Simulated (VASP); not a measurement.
Al3InSb4: band structure with PBEsol

Al3InSb4:

```xyz
8
Lattice="0.0000 -3.1485 -3.1485 3.1485 6.2971 -3.1485 6.2971 -3.1485 3.1485" Properties=species:S:1:pos:R:3 pbc="T T T"
In    3.1485    0.0000   -3.1485
Al    3.1485   -3.1485    0.0000
Al    6.2971    0.0000    0.0000
Al    0.0000    0.0000    0.0000
Sb    7.8714   -1.5743   -1.5743
Sb    1.5743   -1.5743   -1.5743
Sb    4.7228    1.5743   -1.5743
Sb    4.7228   -1.5743    1.5743
```

The cell comes from a database or a generator and needn't be the stable form of this composition.

```json
{
  "Program": "VASP 6.6.1",
  "Task": "band structure",
  "Functional": "PBEsol",
  "Potentials or basis": "VASP PAW PBE potentials, release 64 (In_d, Al, Sb)",
  "Cutoff": "520 eV",
  "k mesh": "8 × 8 × 5",
  "Occupations": "gaussian, width 0.02 eV",
  "Spin": "no spin polarisation",
  "Further INCAR settings": "ALGO = Fast; EDIFF = 1e-06; NBANDS = 31"
}
```

```yaml
Pressure: -0.8 GPa
Largest_force: 1.030 eV/Å
Band_gap_on_the_k_mesh: 0.79 eV, direct
Band_gap_along_the_path: 0.79 eV, direct
```

Forces on the atoms (eV/Å):
```
In   0.034  0.007 -0.007
Al  -0.013 -0.017  0.017
Al  -0.003  0.026 -0.026
Al  -0.018 -0.016  0.016
Sb  -0.518  0.513 -0.513
Sb  -0.515 -0.519  0.519
Sb   1.030 -0.003  0.003
Sb   0.004  0.009 -0.009
```

Levels at the corners of the path, in eV from the valence-band top:
```csv
point,band 19,band 20,band 21,band 22,band 23,band 24
Γ,-0.01,-0.01,0.00,0.79,0.98,1.75
Y,-0.62,-0.48,-0.47,0.96,1.20,1.34
Y,-0.62,-0.48,-0.47,0.96,1.20,1.34
F,-0.89,-0.75,-0.71,1.53,1.61,2.01
F,-0.89,-0.75,-0.71,1.53,1.61,2.01
L,-1.60,-0.63,-0.52,1.68,1.77,2.04
L,-1.60,-0.63,-0.52,1.68,1.77,2.04
I,-1.87,-1.20,-1.15,1.37,1.41,1.83
I1,-1.87,-1.20,-1.15,1.37,1.41,1.83
Z,-1.00,-0.89,-0.86,1.93,2.02,2.18
Z,-1.00,-0.89,-0.86,1.93,2.02,2.18
F1,-0.89,-0.75,-0.71,1.53,1.61,2.01
Y,-0.62,-0.48,-0.47,0.96,1.20,1.34
X1,-1.65,-1.35,-1.29,1.78,2.31,2.39
X,-1.65,-1.35,-1.29,1.78,2.31,2.39
Γ,-0.01,-0.01,0.00,0.79,0.98,1.75
Γ,-0.01,-0.01,0.00,0.79,0.98,1.75
N,-1.63,-0.92,-0.92,0.97,1.20,1.35
M,-2.13,-1.43,-1.39,2.40,2.52,2.58
Γ,-0.01,-0.01,0.00,0.79,0.98,1.75
```

Wall time 7.3 min on 2 MPI ranks on AMD EPYC 9R45 96-Core Processor (Zen 5) (shared host), peak memory 1.1 GiB a rank.

Caveat: the PAW data sets were made with another functional, which shifts forces and pressure a little; spin-orbit coupling is left out, which moves the levels of the heavy elements. As with any semilocal functional, this PBEsol gap is likely too small.
